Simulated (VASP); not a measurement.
Crystal: SnTeS4.

```xyz
6
Lattice="6.6230 0.0000 0.0000 0.0000 3.8269 0.0000 -0.0137 0.0000 6.6971" Properties=species:S:1:pos:R:3 pbc="T T T"
Sn    0.0000    0.0000    0.0000
Te    3.3115    1.9135    0.0000
S     5.5892    1.9135    1.6544
S     1.0201    1.9135    5.0427
S     2.1406    0.0000    1.7119
S     4.4687    0.0000    4.9852
```

The cell was built by a generator and needn't be a form met in nature.

| Item | Value |
| --- | --- |
| Program | VASP 6.6.1 |
| Task | relaxation of cell and atoms |
| Functional | PBE |
| Potentials or basis | VASP PAW PBE potentials, release 64 (Sn_d, Te, S) |
| Cutoff | 520 eV |
| k mesh | 2 × 4 × 2 |
| Occupations | gaussian, width 0.15 eV |
| Spin | no spin polarisation |

At the start: pressure -6.1 GPa; volume 28.29 Å³/atom.

Question: Where does the relaxation end?

Answer: Over 7 steps the energy falls by 98.5 meV/atom and the volume is 25.78 Å³/atom (-8.9 %); space group P2/m (No. 10, to 0.05 Å).

Step by step:
| step | energy change (eV) | largest force (eV/Å) | pressure (GPa) | volume (Å³) |
| --- | --- | --- | --- | --- |
| 1 | 0.0000 | 1.4634 | -6.11 | 169.74 |
| 2 | -0.4233 | 0.6319 | 5.18 | 144.52 |
| 3 | -0.5612 | 0.2632 | 0.64 | 152.12 |
| 4 | -0.5611 | 0.2006 | 0.81 | 151.77 |
| 5 | -0.5853 | 0.1304 | 0.30 | 153.43 |
| 6 | -0.5908 | 0.0891 | 0.01 | 154.56 |
| 7 | -0.5909 | 0.0747 | 0.04 | 154.66 |

Final structure:
```
Sn Te S
1.0
     6.54048    0.00000   -0.00820
     0.00000    3.77604    0.00000
    -0.02177    0.00000    6.26241
Sn Te S
1 1 4
Direct
  0.00000 0.00000 0.00000
  0.50000 0.50000 0.00000
  0.84383 0.50000 0.23785
  0.15617 0.50000 0.76215
  0.32386 0.00000 0.24517
  0.67614 0.00000 0.75483
```

Caveat: the k mesh is coarse (spacing up to 0.47 Å⁻¹), so the values aren't converged; this functional lacks dispersion, which binds the layers, so the pressure and a relaxed spacing across them are unreliable.
